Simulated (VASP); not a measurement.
The input files of a VASP run:

**POSCAR**
```
Cu2O
1
    4.4179147791     0.0000000000     0.0000000000
    0.0000000000     4.4179147791     0.0000000000
    0.0000000000     0.0000000000     4.4179147791
Cu O
4 2
Direct
  0.7500000000   0.2500000000   0.7500000000
  0.2500000000   0.7500000000   0.7500000000
  0.7500000000   0.7500000000   0.2500000000
  0.2500000000   0.2500000000   0.2500000000
  0.0000000000   1.0000000000   0.0000000000
  0.5000000000   0.5000000000   0.5000000000
```

**KPOINTS**
```
Automatic mesh
0
Gamma
5 5 5
0 0 0
```

**INCAR**
```
# general
SYSTEM    =  Cu2O
PREC      =  Accurate
ENCUT     =  520   # plane-wave cut-off (eV)
LREAL     =  .False.   # projection in real space or not
LASPH     =  .True.

# electronic loop
EDIFF     =  1E-7
NELM      =  100   # most electronic steps
ALGO      =  Normal   # blocked Davidson
LMAXMIX   =  4   # l cut-off of mixed one-centre charges

# smearing
ISMEAR    =  0   # Gaussian
SIGMA     =  0.05   # width (eV)

# functional
GGA       =  ML
LUSE_VDW  =  .True.
AGGAC     =  0.0
ZAB_VDW   =  -1.8867

# ions
ISIF      =  2   # forces and stress, cell fixed

# output
LWAVE     =  .False.
LCHARG    =  .False.
```

POTCAR, in this order: Cu O (PBE.64 set). Program: vasp_std.

Question: Write an equivalent input for Quantum ESPRESSO's pw.x.

Answer: One equivalent input (not run):
```
&CONTROL
  calculation = 'scf'
  pseudo_dir = './pseudo'
  outdir = './out'
  tprnfor = .true.
  tstress = .true.
/
&SYSTEM
  ibrav = 0
  nat = 6
  ntyp = 2
  ecutwfc = 92
  occupations = 'smearing'
  smearing = 'gaussian'
  degauss = 0.003675
  input_dft = 'vdw-df2'
/
&ELECTRONS
  conv_thr = 7.3e-09
  electron_maxstep = 100
/
ATOMIC_SPECIES
  Cu 63.546 Cu.upf
  O 15.999 O.upf
CELL_PARAMETERS angstrom
     4.4179148    0.0000000    0.0000000
     0.0000000    4.4179148    0.0000000
     0.0000000    0.0000000    4.4179148
ATOMIC_POSITIONS crystal
  Cu   0.7500000  0.2500000  0.7500000
  Cu   0.2500000  0.7500000  0.7500000
  Cu   0.7500000  0.7500000  0.2500000
  Cu   0.2500000  0.2500000  0.2500000
  O    0.0000000  1.0000000  0.0000000
  O    0.5000000  0.5000000  0.5000000
K_POINTS automatic
  5 5 5 0 0 0
```
The two are equivalent in intent, not identical: the potentials are each code's own (VASP's PAW set, PseudoDojo norm-conserving files in pw.x), so ENCUT and ecutwfc are chosen apart and not converted; conv_thr bounds pw.x's estimated SCF error, while EDIFF bounds the energy change between steps.

The compound is Cu2O in the cuprite structure. It was relaxed first, which changed the volume by +11 %.
